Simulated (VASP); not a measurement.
Here is the system:

```xyz
2
Lattice="2.8406 0.0000 0.0000 0.0000 2.8406 0.0000 0.0000 0.0000 2.8406" Properties=species:S:1:pos:R:3 pbc="T T T"
Al     1.4203     1.4203     1.4203
Fe     0.0000     0.0000     0.0000
```

All values below come from AM05 GGA, VASP's PBE PAW potentials (set 64) (plane waves; VASP). Run with 520 eV cut-off, 14×14×14 Γ-centred mesh, tetrahedra with Blöchl corrections, potentials Al Fe.

### Question
Tabulate the total density of states (states/eV per cell) against energy (eV; zero at the valence-band maximum or, without a gap, the Fermi level).

### Answer

(E (eV), DOS (states/eV)): (-9.94, 0.10); (-9.71, 0.13); (-9.49, 0.15); (-9.26, 0.17); (-9.04, 0.19); (-8.81, 0.21); (-8.59, 0.22); (-8.36, 0.24); (-8.14, 0.26); (-7.92, 0.28); (-7.69, 0.29); (-7.47, 0.31); (-7.24, 0.33); (-7.02, 0.35); (-6.79, 0.38); (-6.57, 0.41); (-6.34, 0.45); (-6.12, 0.49); (-5.89, 0.50); (-5.67, 0.54); (-5.44, 0.57); (-5.22, 0.62); (-5.00, 0.67); (-4.77, 0.66); (-4.54, 0.57); (-4.32, 0.56); (-4.10, 0.57); (-3.87, 0.60); (-3.65, 0.68); (-3.42, 0.85); (-3.08, 1.97); (-2.86, 1.42); (-2.64, 1.28); (-2.41, 1.81); (-2.19, 2.61); (-1.96, 2.16); (-1.74, 1.65); (-1.51, 0.93); (-1.29, 1.95); (-1.06, 2.75); (-0.84, 2.19); (-0.61, 5.36); (-0.39, 5.24); (-0.17, 3.79); (0.06, 2.68); (0.28, 1.09); (0.51, 0.47); (0.73, 0.29); (0.96, 0.43); (1.18, 0.76); (1.41, 2.25); (1.63, 1.29); (1.86, 0.92); (2.08, 0.77); (2.31, 0.65); (2.53, 0.54); (2.75, 0.45); (2.98, 0.35); (3.21, 0.28); (3.43, 0.24)
Within 2 eV below the Fermi level the largest weight inside VASP's projection spheres is Fe d.

The compound is FeAl in the CsCl type structure. It was relaxed first, which changed the volume by -7 %. The run is not spin-polarised, so no magnetic state was tried. The electron count is odd and the run is not spin-polarised, which forces a metal.
